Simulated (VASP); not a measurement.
Input:

```xyz
8
Lattice="12.1729 0.0000 0.0000 0.0000 3.8911 0.0000 0.0000 0.0000 4.1830" Properties=species:S:1:pos:R:3 pbc="T T T"
Ga     0.9593     0.9728     0.5871
Ga     5.1271     2.9183     2.6786
Ga    11.2136     2.9183     3.5959
Ga     7.0458     0.9728     1.5044
Bi    10.3159     0.9728     1.4840
Bi     7.9434     2.9183     3.5755
Bi     1.8570     2.9183     2.6989
Bi     4.2295     0.9728     0.6074
```

These are PBEsol GGA, VASP's PBE PAW potentials (set 64) (plane waves; VASP) values and carry that method's errors. Numerical set-up: 400 eV cut-off, 3×9×8 Γ-centred mesh, tetrahedra with Blöchl corrections, potentials Ga_d Bi_d.

The cores are frozen, which limits the accuracy of field gradients. Without a dispersion term in the relaxation, distances and binding between the weakly bound layers, chains or molecules are unreliable, and so is what depends on them.

Task: Give the principal components of the electric field gradient (V/Å²) and the asymmetry η at each nucleus.

Result: 
```tsv
atom	Vxx	Vyy	Vzz	η
Ga1	13.1	1.4	-14.5	0.81
Ga2	13.1	1.4	-14.5	0.81
Ga3	13.1	1.4	-14.5	0.81
Ga4	13.1	1.4	-14.5	0.81
Bi5	126.4	49.4	-175.8	0.44
Bi6	126.4	49.4	-175.8	0.44
Bi7	126.4	49.4	-175.8	0.44
Bi8	126.4	49.4	-175.8	0.44
```

The structure was generated: GaBi was put into the GeS type (Pnma), which need not be its known phase. It was relaxed first, which changed the volume by -15 %.
